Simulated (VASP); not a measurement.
# Pressure and energy of TiSi2 (Fddd) against volume, from −6% to +6%, with PBE + D3

Whether a single bulk modulus is enough to turn a volume change of TiSi2 into a pressure, or whether the change of stiffness with volume has to be carried along, is the decision that these numbers serve. It arises whenever a compressed sample or a cell fixed at the wrong volume is to be given a pressure. Seven volumes of one cell are calculated. The pressure comes from the stress tensor and is positive in compression. The energy is counted per atom from the lowest row, 13.65 Å³, and the volume change from the minimum of the fitted energy curve, 13.68 Å³ per atom. The two reference volumes differ by 0.22%, and that small difference turns out to matter.

## Set-up

A cell from the Materials Project database, relaxed at this level and then scaled evenly, fractional positions kept. VASP 6.6.1, plane waves with PAW, PBE + D3, cutoff 400 eV, k mesh 6×6×6, no spin polarisation, no spin-orbit coupling, static lattice. A Birch-Murnaghan fit to the energies has its minimum at 13.68 Å³ per atom.

Notes on method and selection:

- The pressure is that of a finite plane-wave basis, so it need not vanish exactly at the minimum of the energy.
- Only series whose fit has its minimum inside the range and an error under 0.5 meV per atom are shown.
- Where rows or columns differ in functional or spin-orbit coupling, non-spherical gradient terms in the PAW spheres (LASPH) may be on in some and off in others.
- Runs that did not converge, have known faults or may not be shown are not listed, and runs on Ansatz's PAW sets soft_1 and soft_2 are kept to separate tables.

Columns:

- volume change (%): volume relative to the fitted equilibrium volume.
- pressure (GPa): pressure from the stress tensor (positive: compressed).
- energy (meV/atom): energy per atom above the lowest point of the series.

## Results

| member | volume change (%) | pressure (GPa) | energy (meV/atom) |
| --- | --- | --- | --- |
| 12.83 Å³ | −6.21 | 11.16 | 28.9 |
| 13.11 Å³ | −4.21 | 7.03 | 12.8 |
| 13.38 Å³ | −2.22 | 3.33 | 3.4 |
| 13.65 Å³ | −0.22 | 0.00 | 0.0 |
| 13.93 Å³ | 1.77 | −2.99 | 2.0 |
| 14.20 Å³ | 3.77 | −5.65 | 8.8 |
| 14.47 Å³ | 5.76 | −8.02 | 19.9 |

Least-squares fits to the whole series, with x = volume change (%); R² and errors in the fitted variable (y, or ln y where the fit is in ln y):

| y | members | fit | R² | rms residual | leave-one-out rms | the same for the mean of the others |
| --- | --- | --- | --- | --- | --- | --- |
| pressure (GPa) | 7 | y = −0.35703 − 1.5776 x + 0.043816 x² | 1.00 | 0.028 | 0.074 | 7.5 |
| energy (meV/atom) | 7 | y = −0.1301 − 0.3470 x + 0.6814 x² | 1.00 | 0.55 | 1.5 | 11 |

## Mechanism

The pressure falls from 11.16 GPa at the smallest volume to −8.02 GPa at the largest, in steps that shrink from 4.13 to 2.37 GPa. The energy rises on both sides of 13.65 Å³, more steeply in compression. The usual cause is that the repulsion between overlapping electron shells grows faster on compression than the bonding attraction does, so the crystal stiffens as it shrinks.

A model with three parameters follows from four assumptions.

1. At rest, the true pressure is the negative slope of the energy, P = −dE/dV.

2. The bulk modulus B = −V dP/dV rises linearly with pressure, from B₀ at zero pressure with slope B′.

3. The strain is small enough to stop at second order. Let d be the volume change in % counted from the row of zero pressure, so that d = x + 0.22, with x the tabulated volume change. Differentiating assumption 2 once more gives the curvature, and

   P = −a d + c d², with a = B₀/100 and c = B₀(B′ + 1)/(2 × 100²).

4. The tensor pressure lies below the true one by a constant p₀. The stress formula holds the set of plane waves fixed, whereas the energies are compared at a fixed cutoff, for which the set grows with the cell. The missing term makes the tensor pressure too low, so a cell relaxed on stresses comes out slightly too small.

The energy then follows by integrating P + p₀ over volume:

E = k (a d²/2 − c d³/3 − p₀ d), with k = 13.68 × 6.24/100 = 0.854,

where 6.24 converts GPa Å³ to meV. The first term is the spring, the second its stiffening in compression, and the third the tilt left by the finite basis.

## Fixing and testing the model

The members at 13.11 and 14.20 Å³ lie at d = −4.21 + 0.22 = −3.99 and d = 3.77 + 0.22 = 3.99. Half the difference of their pressures gives a, and half the sum gives c:

- a = (7.03 + 5.65)/(2 × 3.99) = 1.589 GPa per %
- c = (7.03 − 5.65)/(2 × 3.99²) = 0.0433 GPa per %²

At second order this means B₀ = 100 × 1.589 = 159 GPa, and B′ = 2 × 100 × 0.0433/1.589 − 1 = 4.45. Since a is a mean slope between two members well apart, this B₀ is slightly too high for the crystal at rest. The energy minimum lies at d = 0.22, so p₀ = 1.589 × 0.22 = 0.35 GPa.

Pressures of the other members, in GPa, with d = −6.21 + 0.22 = −5.99, −2.22 + 0.22 = −2.00, 1.77 + 0.22 = 1.99 and 5.76 + 0.22 = 5.98:

- 12.83 Å³: 1.589 × 5.99 + 0.0433 × 5.99² = 11.07; table 11.16
- 13.38 Å³: 1.589 × 2.00 + 0.0433 × 2.00² = 3.35; table 3.33
- 13.93 Å³: −1.589 × 1.99 + 0.0433 × 1.99² = −2.99; table −2.99
- 14.47 Å³: −1.589 × 5.98 + 0.0433 × 5.98² = −7.95; table −8.02

For the energy at 12.83 Å³ the three terms of the formula are 1.589 × 5.99² / 2 = 28.51, 0.0433 × 5.99³ / 3 = 3.10 and 0.35 × 5.99 = 2.10. At 14.47 Å³ their sizes are 1.589 × 5.98² / 2 = 28.41, 0.0433 × 5.98³ / 3 = 3.09 and 0.35 × 5.98 = 2.09. The energies, in meV per atom, are then:

- 12.83 Å³: 0.854 × (28.51 + 3.10 + 2.10) = 28.8; table 28.9
- 14.47 Å³: 0.854 × (28.41 − 3.09 − 2.09) = 19.8; table 19.9

No energy was used to fix a or c, and only p₀ draws on the energies, through the position of their minimum. The agreement is therefore a check that pressures and energies belong to the same curve. It also explains why the two ends differ by 9.0 meV per atom: stiffening supplies 0.854 × (3.10 + 3.09) = 5.3, and the basis offset 0.854 × (2.10 + 2.09) = 3.6.

## Members off the line

The model pressure is 0.09 GPa too low at 12.83 Å³ and 0.07 GPa too high at 14.47 Å³. Opposite signs at the two ends point to a missing cubic term, so it is the stop at second order that fails. Assumption 2 carried one order further adds the term −B₀(B′ + 1)(B′ + 2) d³/(6 × 100³), which is −0.0009 d³; with the same two members held fixed, this shifts the ends by 0.0009 × 5.99 × (5.99² − 3.99²) = 0.11 GPa in the required directions. The cubic term also takes over a small part of the slope between those two members, so a and B₀ come out slightly lower than at second order. The Birch-Murnaghan fit to the energies, whose modulus is not tabulated, likewise gives a value a little below 159 GPa.

Dropping c costs far more. The straight line −a d gives 1.589 × 5.99 = 9.52 GPa at 12.83 Å³, too low by 11.16 − 9.52 = 1.64 GPa. At 14.47 Å³ it gives −1.589 × 5.98 = −9.50 GPa, too low by 9.50 − 8.02 = 1.48 GPa.

The printed parabola for the energy has the same fault: lacking a cubic term, it puts the minimum at 0.3470/(2 × 0.6814) = +0.25% instead of zero.

The shape and the fractional positions were also kept, although the scaled cells show unequal axial stresses and small forces on Si. Relaxing them would lower the energy away from equilibrium, so B₀ for a hydrostatically relaxed crystal can only be equal or smaller.

## Closing remarks

Within about 2% of the relaxed volume, a single bulk modulus of 159 GPa, which is a mean slope and not quite the stiffness at rest, gives the tensor pressure to within 0.2 GPa. Out to 6% the stiffening term is needed, and with it the misses stay below 0.1 GPa. For the pressure that belongs to the energy curve, the offset p₀ of 0.35 GPa has to be added.

These misses measure agreement with the table, not with a real sample. At least two omitted effects are larger, and both leave the calculated pressure at a given volume too low. Zero-point and thermal motion push outwards, adding roughly 1 to 2 GPa at room temperature. PBE + D3 also makes the cell too small: the measured volume of TiSi2 exceeds the calculated one by more than vibrations explain. Each 1% of error in the equilibrium volume costs about 1.6 GPa, and the table cannot say how many per cent apply. For a real sample, the tabulated volume change is therefore best read as the change from the sample's own measured volume at zero pressure, with p₀ added to the tensor pressure. This removes most of both shifts.
